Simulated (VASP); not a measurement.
# CeO2 (Cerianite): how numerical settings change the zone-centre modes, part 2 of 2

Aim: test the modes of CeO2 (Cerianite) against the numerical settings. The starting structure is a measured crystal structure from the Crystallography Open Database.

VASP 6.6.1.

Results so far: reference T2g 460.9 cm⁻¹.

### 3. Modes with a 6×6×6 mesh

Level of this step: LDA, DFT+U (Ce f 6 eV), spin-polarised from a ferromagnetic start; plane waves and PAW (Ce, O) (VASP).

Against step 2 the input has a 6×6×6 mesh.

The input, INCAR:

```
SYSTEM = CeO2
PREC = Accurate
ENCUT = 520
EDIFF = 1E-08
NELM = 150
ISMEAR = 0
SIGMA = 0.03
LREAL = .FALSE.
ALGO = Normal
GGA = CA
NBANDS = 20
ISPIN = 2
MAGMOM = 1 0 0
LDAU = .TRUE.
LDAUTYPE = 2
LDAUL = 3 -1
LDAUU = 6 0
LDAUJ = 0 0
LDAUPRINT = 1
LASPH = .TRUE.
LMAXMIX = 6
AMIX = 0.2
BMIX = 1E-04
AMIX_MAG = 0.8
BMIX_MAG = 1E-04
LORBIT = 11
LWAVE = .FALSE.
LCHARG = .FALSE.
KPAR = 4
IBRION = 6
NFREE = 2
POTIM = 0.015
NSW = 1
ISIF = 2
```

The input, POSCAR:

```
CeO2
1.0
    0.0000000000      2.7078000205      2.7078000205
    2.7078000205      0.0000000000      2.7078000205
    2.7078000205      2.7078000205      0.0000000000
Ce O
1 2
Direct
    0.0000000000      0.0000000000      0.0000000000
    0.7500000000      0.7500000000      0.7500000000
    0.2500000000      0.2500000000      0.2500000000
```

The input, KPOINTS:

```
Automatic mesh
0
Gamma
6 6 6
0 0 0
```

PAW data sets: Ce and O (LDA family, release 64).

Started as:

```bash
mpirun -np 4 vasp_std
```

Log:

```text
[... set-up lines as in an earlier step ...]
 entering main loop
       N       E                     dE             d eps       ncg     rms          rms(c)
DAV:   1     0.241851230230E+03    0.24185E+03   -0.10951E+04  1296   0.141E+03
DAV:   2    -0.197733425150E+00   -0.24205E+03   -0.20457E+03  1664   0.284E+02
DAV:   3    -0.321906077826E+02   -0.31993E+02   -0.30783E+02  1396   0.132E+02
DAV:   4    -0.332109574667E+02   -0.10203E+01   -0.10192E+01  2040   0.209E+01
[...]
DAV:  43    -0.264989201189E+02    0.15225E-06   -0.23088E-07  1760   0.492E-03    0.348E-02
DAV:  44    -0.264989200984E+02    0.20551E-07   -0.34194E-08  1512   0.151E-03    0.111E-02
DAV:  45    -0.264989200906E+02    0.78171E-08   -0.53438E-09   680   0.791E-04
   1 F= -.26498920E+02 E0= -.26498920E+02  d E =-.712607E-34  mag=     0.0000
[...]
2 F= -.26497882E+02 E0= -.26497882E+02  d E =-.337145E-34  mag=     0.0000
[...]
3 F= -.26497882E+02 E0= -.26497882E+02  d E =-.336566E-34  mag=    -0.0000
[...]
4 F= -.26497960E+02 E0= -.26497960E+02  d E =-.103720E-30  mag=     0.0000
[...]
5 F= -.26497960E+02 E0= -.26497960E+02  d E =-.480211E-32  mag=    -0.0000
 Finite differences progress:
  Degree of freedom:   2/  2
  Displacement:        2/  2
  Total:               4/  4
```

Run time: 2.5 min. Hardware: 4 MPI ranks of AMD EPYC 7R43, shared host; peak memory 0.85 GiB; 9.8 min of CPU time.

From OUTCAR (step 3):

```text
  Total        0.0038980      0.0017491      0.0017491      0.0000000     -0.0573127      0.0000000
  in kB        0.1572785      0.0705729      0.0705729      0.0000000     -2.3125002      0.0000000
  external PRESSURE =       0.0994748 kB  Pullay stress =       0.0000000 kB

 POSITION                                       TOTAL-FORCE (eV/Angst)
 -----------------------------------------------------------------------------------
      0.00000      0.00000      0.00000        -0.068892      0.000000      0.000000
      4.04670      4.06170      4.06170         0.128002      0.000000      0.000000
      1.35390      1.35390      1.35390        -0.059110      0.000000      0.000000
 -----------------------------------------------------------------------------------
    total drift:                               -0.000642      0.000001      0.000001

  FREE ENERGIE OF THE ION-ELECTRON SYSTEM (eV)
  ---------------------------------------------------
  free  energy   TOTEN  =       -26.4979598524 eV

  energy  without entropy=      -26.4979598524  energy(sigma->0) =      -26.49795985

 magnetization (x)
# of ion       s       p       d       f       tot
--------------------------------------------------
    1       -0.000   0.000   0.000  -0.000  -0.000
    2        0.000   0.000   0.000   0.000   0.000
    3        0.000   0.000   0.000   0.000   0.000
--------------------------------------------------
tot         -0.000   0.000   0.000  -0.000   0.000

[... 1 part as in an earlier step ...]

[... 2 further parts left out ...]
[key lines of the parts left out:]
E-fermi :   5.4501
```

The last energy, forces and stress in OUTCAR belong to the last displaced cell, not to that of POSCAR.

With a 6×6×6 mesh the modes are T2g 460.7, T1u 309.7 cm⁻¹; the largest shift is -0.2 cm⁻¹, in T2g, from the reference.

### 4. Modes with a cutoff of 400 eV

Against step 2 the input has ENCUT = 400.

INCAR: that of step 3 with these lines changed.

```diff
@@ -2,3 +2,3 @@
 PREC = Accurate
-ENCUT = 520
+ENCUT = 400
 EDIFF = 1E-08
```

POSCAR is that of step 3.

The input, KPOINTS:

```
Automatic mesh
0
Gamma
10 10 10
0 0 0
```

Started as:

```bash
mpirun -np 4 vasp_std
```

Log:

```text
[... set-up lines as in an earlier step ...]
 entering main loop
       N       E                     dE             d eps       ncg     rms          rms(c)
DAV:   1     0.217055402550E+03    0.21706E+03   -0.93468E+03  3836   0.118E+03
DAV:   2    -0.196705236682E+01   -0.21902E+03   -0.18511E+03  4512   0.264E+02
DAV:   3    -0.323263944251E+02   -0.30359E+02   -0.29394E+02  4256   0.117E+02
DAV:   4    -0.331857514245E+02   -0.85936E+00   -0.85834E+00  6048   0.189E+01
[...]
DAV:  51    -0.265485951861E+02    0.32032E-06   -0.11800E-06  3832   0.130E-02    0.419E-02
DAV:  52    -0.265485951998E+02   -0.13678E-07   -0.12546E-07  5996   0.174E-03    0.243E-02
DAV:  53    -0.265485951904E+02    0.93864E-08   -0.26772E-08  2776   0.169E-03
   1 F= -.26548595E+02 E0= -.26548595E+02  d E =-.448106E-23  mag=    -0.0000
[...]
2 F= -.26547550E+02 E0= -.26547550E+02  d E =-.256278E-23  mag=    -0.0000
[...]
3 F= -.26547550E+02 E0= -.26547550E+02  d E =-.256761E-23  mag=    -0.0000
[...]
4 F= -.26547620E+02 E0= -.26547620E+02  d E =-.728324E-22  mag=     0.0000
[...]
5 F= -.26547620E+02 E0= -.26547620E+02  d E =-.377515E-21  mag=    -0.0000
 Finite differences progress:
  Degree of freedom:   2/  2
  Displacement:        2/  2
  Total:               4/  4
```

Run time: 6.4 min. Hardware: 4 MPI ranks; peak memory 1.3 GiB; 26 min of CPU time.

From OUTCAR (step 4):

```text
  Total       -1.1952096     -1.1971571     -1.1971571      0.0000000     -0.0582080      0.0000000
  in kB      -48.2252973    -48.3038761    -48.3038761      0.0000000     -2.3486239      0.0000000
  external PRESSURE =     -48.2776832 kB  Pullay stress =       0.0000000 kB

 POSITION                                       TOTAL-FORCE (eV/Angst)
 -----------------------------------------------------------------------------------
      0.00000      0.00000      0.00000        -0.069463     -0.000000     -0.000000
      4.04670      4.06170      4.06170         0.130094      0.000000      0.000000
      1.35390      1.35390      1.35390        -0.060632      0.000000      0.000000
 -----------------------------------------------------------------------------------
    total drift:                               -0.000640      0.000001      0.000001

  FREE ENERGIE OF THE ION-ELECTRON SYSTEM (eV)
  ---------------------------------------------------
  free  energy   TOTEN  =       -26.5476203717 eV

  energy  without entropy=      -26.5476203717  energy(sigma->0) =      -26.54762037

 magnetization (x)
# of ion       s       p       d       f       tot
--------------------------------------------------
    1        0.000   0.000  -0.000  -0.000  -0.000
    2        0.000   0.000   0.000   0.000   0.000
    3        0.000   0.000   0.000   0.000   0.000
--------------------------------------------------
tot          0.000   0.000  -0.000  -0.000   0.000

[... 1 part as in an earlier step ...]

[... 2 further parts left out ...]
[key lines of the parts left out:]
E-fermi :   5.4707
```

With a cutoff of 400 eV the modes are T2g 465.0, T1u 310.9 cm⁻¹; the largest shift is +4.1 cm⁻¹, in T2g, from the reference.

### 5. Modes with a 14×14×14 mesh

Against step 2 the input has a 14×14×14 mesh.

INCAR: that of step 4 with these lines changed.

```diff
@@ -2,3 +2,3 @@
 PREC = Accurate
-ENCUT = 400
+ENCUT = 520
 EDIFF = 1E-08
```

POSCAR is that of step 4.

The input, KPOINTS:

```
Automatic mesh
0
Gamma
14 14 14
0 0 0
```

Started as:

```bash
mpirun -np 4 vasp_std
```

Log:

```text
[... set-up lines as in an earlier step ...]
 entering main loop
       N       E                     dE             d eps       ncg     rms          rms(c)
DAV:   1     0.242547769823E+03    0.24255E+03   -0.11011E+04  8456   0.144E+03
DAV:   2     0.309509027965E+01   -0.23945E+03   -0.20089E+03 10164   0.286E+02
DAV:   3    -0.321141790322E+02   -0.35209E+02   -0.33698E+02  9328   0.132E+02
DAV:   4    -0.332121893940E+02   -0.10980E+01   -0.10966E+01 13292   0.219E+01
[...]
DAV:  48    -0.264990579534E+02    0.67255E-06   -0.10796E-06  8408   0.120E-02    0.395E-02
DAV:  49    -0.264990579086E+02    0.44763E-07   -0.20230E-07 13552   0.336E-03    0.702E-03
DAV:  50    -0.264990579036E+02    0.49431E-08   -0.93305E-09  6332   0.910E-04
   1 F= -.26499058E+02 E0= -.26499058E+02  d E =-.502470E-18  mag=    -0.0000
[...]
2 F= -.26498020E+02 E0= -.26498020E+02  d E =-.305237E-18  mag=    -0.0000
[...]
3 F= -.26498020E+02 E0= -.26498020E+02  d E =-.306195E-18  mag=     0.0000
[...]
4 F= -.26498098E+02 E0= -.26498098E+02  d E =-.304225E-18  mag=     0.0000
[...]
5 F= -.26498098E+02 E0= -.26498098E+02  d E =-.998123E-19  mag=     0.0000
 Finite differences progress:
  Degree of freedom:   2/  2
  Displacement:        2/  2
  Total:               4/  4
```

Wall time 15 min (4 MPI ranks); peak memory 3.5 GiB; 58 min of CPU time.

OUTCAR, selected parts (step 5):

```text
  Total        0.0047105      0.0026268      0.0026268      0.0000000     -0.0582809      0.0000000
  in kB        0.1900625      0.1059888      0.1059888      0.0000000     -2.3515674      0.0000000
  external PRESSURE =       0.1340133 kB  Pullay stress =       0.0000000 kB

 POSITION                                       TOTAL-FORCE (eV/Angst)
 -----------------------------------------------------------------------------------
      0.00000      0.00000      0.00000        -0.068948      0.000000      0.000000
      4.04670      4.06170      4.06170         0.128196      0.000000      0.000000
      1.35390      1.35390      1.35390        -0.059248      0.000000      0.000000
 -----------------------------------------------------------------------------------
    total drift:                               -0.000501      0.000001      0.000001

  FREE ENERGIE OF THE ION-ELECTRON SYSTEM (eV)
  ---------------------------------------------------
  free  energy   TOTEN  =       -26.4980977044 eV

  energy  without entropy=      -26.4980977044  energy(sigma->0) =      -26.49809770

 magnetization (x)
# of ion       s       p       d       f       tot
--------------------------------------------------
    1        0.000  -0.000   0.000   0.000   0.000
    2       -0.000  -0.000   0.000   0.000  -0.000
    3       -0.000  -0.000   0.000   0.000  -0.000
--------------------------------------------------
tot          0.000  -0.000   0.000   0.000  -0.000

[... 1 part as in an earlier step ...]

[... 2 further parts left out ...]
[key lines of the parts left out:]
E-fermi :   5.4880
```

With a 14×14×14 mesh the modes are T2g 461.0, T1u 309.9 cm⁻¹; the largest shift is +0.1 cm⁻¹, in T2g, from the reference.

### 6. The runs compared

| run | T2g | T1u | core minutes |
| --- | --- | --- | --- |
| reference | 460.9 | 309.9 | 32.3 |
| a 6×6×6 mesh | 460.7 | 309.7 | 9.93 |
| a cutoff of 400 eV | 465.0 | 310.9 | 25.6 |
| a 14×14×14 mesh | 461.0 | 309.9 | 58.2 |

Modes are in cm⁻¹, degenerate ones as one, matched between runs by symmetry and order. A number in brackets counts the listed modes of one symmetry from the lowest. The symmetry labels come from an automatic analysis and can be wrong where levels nearly coincide. Core minutes are wall time times ranks of the run shown, on a shared host.

### 7. Results

```json
{"T2g, reference": "460.9 cm⁻¹", "T1u, reference": "309.9 cm⁻¹", "T2g, a 6×6×6 mesh": "460.7 cm⁻¹", "T1u, a 6×6×6 mesh": "309.7 cm⁻¹", "T2g, a cutoff of 400 eV": "465.0 cm⁻¹", "T1u, a cutoff of 400 eV": "310.9 cm⁻¹", "T2g, a 14×14×14 mesh": "461.0 cm⁻¹", "T1u, a 14×14×14 mesh": "309.9 cm⁻¹"}
```

What this shows: The largest change comes with a cutoff of 400 eV: +4.1 cm⁻¹ in T2g. On finer settings the modes change by up to +0.1 cm⁻¹ in T2g with a 14×14×14 mesh. Other changes move the modes by more: +4.1 cm⁻¹ in T2g with a cutoff of 400 eV. The frequencies are harmonic, and the splitting of polar modes by their long-range field is left out. Further runs on this material are not shown.

[Lines on the potential files, build, host, timing and source positions are cut from VASP's logs without a mark.]

[Logs are printed without paths, hosts, clocks, repeated set-up lines and the standing remarks that a program may print on its own settings, such as how far it seeks lower states.]

[Hosts, paths, dates, database ids (printed as entryN), source tags and the programs' standing remarks are cut or masked in the printed files.]
